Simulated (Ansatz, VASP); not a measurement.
**Two plane-wave programs on WF2**

File INCAR:

```
SYSTEM = WF2
ALGO = Normal ; EDIFF = 1E-7
ENCUT = 520 ; GGA = PE
ISIF = 2 ; ISMEAR = 0
LASPH = .TRUE. ; LCHARG = .FALSE.
LDAU = .TRUE. ; LDAUJ = 0 0
LDAUL = 2 -1 ; LDAUPRINT = 1
LDAUTYPE = 2 ; LDAUU = 6.2 0
LMAXMIX = 4 ; LREAL = .FALSE.
LWAVE = .FALSE. ; NBANDS = 21
NELM = 150 ; PREC = Accurate
SIGMA = 0.02
```

The input KPOINTS:

```
k-points
0
G
  10 10 10
  0 0 0
```

Contents of POSCAR:

```
WF2
1.0
    0.0000000000      2.6062504969      2.6062504969
    2.6062504969      0.0000000000      2.6062504969
    2.6062504969      2.6062504969      0.0000000000
W F
1 2
Direct
    0.0000000000      0.0000000000      0.0000000000
    0.2500000000      0.2500000000      0.2500000000
    0.7500000000      0.7500000000      0.7500000000
```

Input for Ansatz:

```yaml
crystal:
  lattice:
    - [0.0, 2.6062504949, 2.6062504949]
    - [2.6062504949, 0.0, 2.6062504949]
    - [2.6062504949, 2.6062504949, 0.0]
  atoms:
    - { symbol: W, position: [0.0, 0.0, 0.0] }
    - { symbol: F, position: [0.25, 0.25, 0.25] }
    - { symbol: F, position: [0.75, 0.75, 0.75] }
basis:
  ecutwfc: 420
kpoints:
  mp_grid: { grid: [10, 10, 10] }
hamiltonian:
  xc: pbe
  hubbard: { sites: [{ species: W, l: d, u_eff: 6.2 }] }
scf:
  occupations: { method: gaussian, width: 0.02 }
output:
  forces: true
  stress: true
  eigenvalues: true
  write_density: true
  write_potential: true
  elf: true
  volumetric_format: npy
```

Alike in both runs: task single point; functional PBE; k mesh 10 × 10 × 10; occupations gaussian, width 0.02 eV; no spin polarisation; Hubbard terms W d U = 6.2 eV.

|  | VASP | Ansatz |
| --- | --- | --- |
| version | VASP 6.6.1 | Ansatz 0.2.0 |
| potentials or method | VASP PAW PBE potentials, release 64 (W_sv, F) | scalar-relativistic, plane waves, PAW |
| plane-wave cutoff (eV) | 520 | 420 |
| valence electrons in the cell | 28 | 28 |

```csv
,VASP,Ansatz,Ansatz less VASP
gap on the k mesh at the Fermi level (eV),0.07,1.69,+1.612
least direct gap on the mesh (eV),1.00,2.71,+1.706
pressure (GPa),12.8,11.5,-1.24
```

The programs project onto different local orbitals, so the same U acts differently.

Caveats: spin-orbit coupling is left out, which moves the levels of the heavy elements.
